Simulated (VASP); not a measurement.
A VASP calculation is set up with these files.

POSCAR:
```
AgBr
1
    0.0000000000     2.8850000000     2.8850000000
    2.8850000000     0.0000000000     2.8850000000
    2.8850000000     2.8850000000     0.0000000000
Ag Br
1 1
Direct
  0.0000000000   0.0000000000   0.0000000000
  0.5000000000   0.5000000000   0.5000000000
```

### INCAR
```
! general
SYSTEM    =  AgBr
PREC      =  Accurate
ENCUT     =  520   ! plane-wave cut-off (eV)
LREAL     =  F
LASPH     =  T   ! aspherical one-centre terms

! electronic loop
EDIFF     =  1E-6
NELM      =  100
ALGO      =  Normal
LMAXMIX   =  4   ! l cut-off of mixed one-centre charges

! smearing
ISMEAR    =  0
SIGMA     =  0.05   ! width (eV)

! functional
GGA       =  MK
LUSE_VDW  =  T
AGGAC     =  0.0
PARAM1    =  0.1234568
PARAM2    =  0.7114
ZAB_VDW   =  -1.8867

! ions
IBRION    =  2   ! conjugate gradients
NSW       =  60
ISIF      =  3   ! ions, shape and volume
EDIFFG    =  -0.01

! output
LWAVE     =  F
LCHARG    =  F
```

### KPOINTS
```
kpoints
0
Gamma
  7 7 7
```

POTCAR, in this order: Ag Br (PBE.64 set). Program: vasp_std.

Q: Translate this rev-vdW-DF2 calculation to Quantum ESPRESSO's pw.x.

A: One equivalent input (not run):
```
&CONTROL
  calculation = 'vc-relax'
  pseudo_dir = './pseudo'
  outdir = './out'
  tprnfor = .true.
  tstress = .true.
  nstep = 60
  forc_conv_thr = 0.00039
/
&SYSTEM
  ibrav = 0
  nat = 2
  ntyp = 2
  ecutwfc = 82
  occupations = 'smearing'
  smearing = 'gaussian'
  degauss = 0.003675
  input_dft = 'vdw-df2-b86r'
/
&ELECTRONS
  conv_thr = 7.3e-08
  electron_maxstep = 100
/
&IONS
/
&CELL
/
ATOMIC_SPECIES
  Ag 107.868 Ag.upf
  Br 79.904 Br.upf
CELL_PARAMETERS angstrom
     0.0000000    2.8850000    2.8850000
     2.8850000    0.0000000    2.8850000
     2.8850000    2.8850000    0.0000000
ATOMIC_POSITIONS crystal
  Ag   0.0000000  0.0000000  0.0000000
  Br   0.5000000  0.5000000  0.5000000
K_POINTS automatic
  7 7 7 0 0 0
```
The two are equivalent in intent, not identical: the potentials are each code's own (VASP's PAW set, PseudoDojo norm-conserving files in pw.x), so ENCUT and ecutwfc are chosen apart and not converted; conv_thr bounds pw.x's estimated SCF error, while EDIFF bounds the energy change between steps; forc_conv_thr acts on force components and is met together with etot_conv_thr.

The compound is AgBr in the rock salt structure. This run relaxes it. Symmetry was kept, so distortions that lower it aren't found.
